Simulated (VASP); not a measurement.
Method: PBEsol GGA, VASP's PBE PAW potentials (set 64) (plane waves; VASP).

Input for VASP

File POSCAR:
```
Ba
1.0
 -2.4479786679   2.4479786679   2.4479786679
  2.4479786679  -2.4479786679   2.4479786679
  2.4479786679   2.4479786679  -2.4479786679
Ba
1
Cart
  0.0000000000   0.0000000000   0.0000000000
```

KPOINTS:
```
kpoints
0
G
  12 12 12
0 0 0
```

INCAR:
```
LMAXMIX = 4   # l cut-off of mixed one-centre charges
EDIFF = 1E-5
IBRION = 2   # conjugate gradients
SYSTEM = Ba
ENCUT = 400   # plane-wave cut-off (eV)
GGA = PS
SIGMA = 0.1   # width (eV)
LREAL = F
LASPH = T   # aspherical one-centre terms
ALGO = Fast   # Davidson, then RMM-DIIS
ISMEAR = 1
LCHARG = F
LWAVE = F
PREC = Normal
NSW = 20   # most ionic steps
EDIFFG = -0.03   # ionic stop
NELM = 100   # most electronic steps
ISIF = 2
NELMIN = 4
```

POTCAR, in this order: Ba_sv (PBE.64 set). Program: vasp_std.

Output

**OUTCAR**
```
 ion  position               nearest neighbor table
   1  0.000  0.000  0.000-
  LATTYP: Found a body centered cubic cell.
 ALAT       =     4.8959573358
 Subroutine PRICEL returns:
 Original cell was already a primitive cell.
 Subroutine GETGRP returns: Found 48 space group operations
The static configuration has the point symmetry O_h .
The dynamic configuration has the point symmetry O_h .
 Subroutine INISYM returns: Found 48 space group operations
 Subroutine IBZKPT returns following result:
 Found     72 irreducible k-points:

 Following reciprocal coordinates:
            Coordinates               Weight
  0.000000  0.000000  0.000000      1.000000
  0.083333  0.000000  0.000000     12.000000
  0.166667  0.000000  0.000000     12.000000
  0.250000  0.000000  0.000000     12.000000
  0.333333  0.000000  0.000000     12.000000
  0.416667  0.000000  0.000000     12.000000
  0.500000  0.000000  0.000000      6.000000
  0.083333  0.083333  0.000000     24.000000
  0.166667  0.083333  0.000000     48.000000
  0.250000  0.083333  0.000000     48.000000
...
```

File OSZICAR:
```
       N       E                     dE             d eps       ncg     rms          rms(c)
DAV:   1     0.479292648208E+02    0.47929E+02   -0.37433E+03  1296   0.741E+02
DAV:   2    -0.311240272037E+00   -0.48241E+02   -0.47556E+02  1559   0.140E+02
DAV:   3    -0.211858997017E+01   -0.18073E+01   -0.17908E+01  1699   0.306E+01
DAV:   4    -0.215146817128E+01   -0.32878E-01   -0.32857E-01  2014   0.374E+00
DAV:   5    -0.215174471979E+01   -0.27655E-03   -0.27641E-03  1818   0.224E-01    0.176E+00
RMM:   6    -0.214979252594E+01    0.19522E-02   -0.26549E-03  1296   0.635E-01    0.105E+00
RMM:   7    -0.214865494876E+01    0.11376E-02   -0.70541E-03  1362   0.101E+00    0.367E-02
RMM:   8    -0.214893391907E+01   -0.27897E-03   -0.19006E-03  1500   0.231E-01    0.265E-02
RMM:   9    -0.214894831800E+01   -0.14399E-04   -0.20424E-04  1176   0.558E-02    0.157E-02
RMM:  10    -0.214894985151E+01   -0.15335E-05   -0.38591E-05  1035   0.349E-02
   1 F= -.21489499E+01 E0= -.21486271E+01  d E =-.214895E+01
```

File OUTCAR:
```
------------------------ aborting loop because EDIFF is reached ----------------------------------------
  FORCE on cell =-STRESS in cart. coord.  units (eV):
  Direction    XX          YY          ZZ          XY          YZ          ZX
  --------------------------------------------------------------------------------------
  Total       -0.0119978     -0.0119978     -0.0119978     -0.0000000      0.0000000     -0.0000000
  in kB       -0.3275893     -0.3275893     -0.3275893     -0.0000000      0.0000000     -0.0000000
  external PRESSURE =      -0.3275893 kB  Pullay stress =       0.0000000 kB
  volume of cell :       58.68
      direct lattice vectors                 reciprocal lattice vectors
    -2.447978668  2.447978668  2.447978668     0.000000000  0.204250146  0.204250146
     2.447978668 -2.447978668  2.447978668     0.204250146  0.000000000  0.204250146
     2.447978668  2.447978668 -2.447978668     0.204250146  0.204250146  0.000000000
 POSITION                                       TOTAL-FORCE (eV/Angst)
 -----------------------------------------------------------------------------------
      0.00000      0.00000      0.00000        -0.000000      0.000000      0.000000
 -----------------------------------------------------------------------------------
    total drift:                                0.000000     -0.000000      0.000000
  FREE ENERGIE OF THE ION-ELECTRON SYSTEM (eV)
  ---------------------------------------------------
  free  energy   TOTEN  =        -2.1489498515 eV

  energy  without entropy=       -2.1479816782  energy(sigma->0) =       -2.14862713

 reached required accuracy - stopping structural energy minimisation
```
(Selected blocks of OUTCAR.)

The compound is Ba in the bcc structure. It was relaxed first, which changed the volume by -7 %.
